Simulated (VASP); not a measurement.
All values below come from revTPSS meta-GGA, VASP's PBE PAW potentials (set 64) (plane waves; VASP).

A VASP calculation is set up with these files.

**POSCAR**
```
W
3.1636810
 -0.5000000205   0.5000000205   0.5000000205
  0.5000000205  -0.5000000205   0.5000000205
  0.5000000205   0.5000000205  -0.5000000205
W
1
Cartesian
  0.0000000000   0.0000000000   0.0000000000
```

INCAR:
```
SYSTEM = W
PREC = Accurate; ENCUT = 520; LREAL = .FALSE.
LASPH = .TRUE.
EDIFF = 1E-7; NELM = 100; ALGO = Normal
LMAXMIX = 6; LMIXTAU = .TRUE.
ISMEAR = 1; SIGMA = 0.1
METAGGA = RTPSS
ISIF = 2
LWAVE = .FALSE.; LCHARG = .FALSE.
```

KPOINTS:
```
K-points
0
gamma
16 16 16
0 0 0
```

POTCAR, in this order: W_sv (PBE.64 set). Program: vasp_std.

What VASP printed:

OSZICAR:
```
       N       E                     dE             d eps       ncg     rms          rms(c)
DAV:   1     0.200606874755E+03    0.20061E+03   -0.12523E+04  3375   0.252E+03
DAV:   2     0.655226655796E+02   -0.13508E+03   -0.12889E+03  3893   0.564E+02
DAV:   3     0.591275450928E+02   -0.63951E+01   -0.61924E+01  4468   0.133E+02
DAV:   4     0.589891274210E+02   -0.13842E+00   -0.13820E+00  4518   0.212E+01
DAV:   5     0.589861827504E+02   -0.29447E-02   -0.29439E-02  4842   0.259E+00    0.272E+01
DAV:   6     0.253107997562E+02   -0.33675E+02   -0.56603E+01  3193   0.100E+02    0.103E+01
DAV:   7     0.267779445816E+02    0.14671E+01   -0.31057E+00  3583   0.272E+01    0.232E+00
DAV:   8     0.254725852263E+02   -0.13054E+01   -0.10714E+00  3292   0.163E+01    0.209E+00
DAV:   9     0.250863395805E+02   -0.38625E+00   -0.36980E-01  3328   0.936E+00    0.137E+00
DAV:  10     0.250754978167E+02   -0.10842E-01   -0.71136E-03  3487   0.131E+00    0.348E-01
DAV:  11     0.250727233978E+02   -0.27744E-02   -0.37570E-03  3388   0.876E-01    0.303E-01
DAV:  12     0.250702770725E+02   -0.24463E-02   -0.81466E-04  3313   0.413E-01    0.202E-02
DAV:  13     0.250702486845E+02   -0.28388E-04   -0.29053E-05  3664   0.685E-02    0.252E-02
DAV:  14     0.250702487348E+02    0.50312E-07   -0.50624E-06  3387   0.200E-02    0.115E-02
DAV:  15     0.250702467028E+02   -0.20320E-05   -0.90337E-07  3544   0.153E-02    0.237E-03
DAV:  16     0.250702462369E+02   -0.46593E-06   -0.15155E-07  2358   0.532E-03    0.139E-03
DAV:  17     0.250702462665E+02    0.29628E-07   -0.32284E-08  1643   0.254E-03
   1 F= 0.25070246E+02 E0= 0.25070498E+02  d E =-.754786E-03
```

**OUTCAR**
```
------------------------ aborting loop because EDIFF is reached ----------------------------------------
  FORCE on cell =-STRESS in cart. coord.  units (eV):
  Direction    XX          YY          ZZ          XY          YZ          ZX
  --------------------------------------------------------------------------------------
  Total       -0.0490681     -0.0490681     -0.0490681      0.0000000     -0.0000000      0.0000000
  in kB       -4.9654852     -4.9654852     -4.9654852      0.0000000     -0.0000000      0.0000000
  external PRESSURE =      -4.9654852 kB  Pullay stress =       0.0000000 kB
  volume of cell :       15.83
      direct lattice vectors                 reciprocal lattice vectors
    -1.581840565  1.581840565  1.581840565     0.000000000  0.316087481  0.316087481
     1.581840565 -1.581840565  1.581840565     0.316087481  0.000000000  0.316087481
     1.581840565  1.581840565 -1.581840565     0.316087481  0.316087481  0.000000000
 POSITION                                       TOTAL-FORCE (eV/Angst)
 -----------------------------------------------------------------------------------
      0.00000      0.00000      0.00000         0.000000      0.000000      0.000000
 -----------------------------------------------------------------------------------
    total drift:                                0.000000     -0.000000     -0.000000
  FREE ENERGIE OF THE ION-ELECTRON SYSTEM (eV)
  ---------------------------------------------------
  free  energy   TOTEN  =        25.0702462665 eV

  energy  without entropy=       25.0710010525  energy(sigma->0) =       25.07049786
```
(Selected blocks of OUTCAR.)

The compound is W in the bcc structure. It was relaxed first.
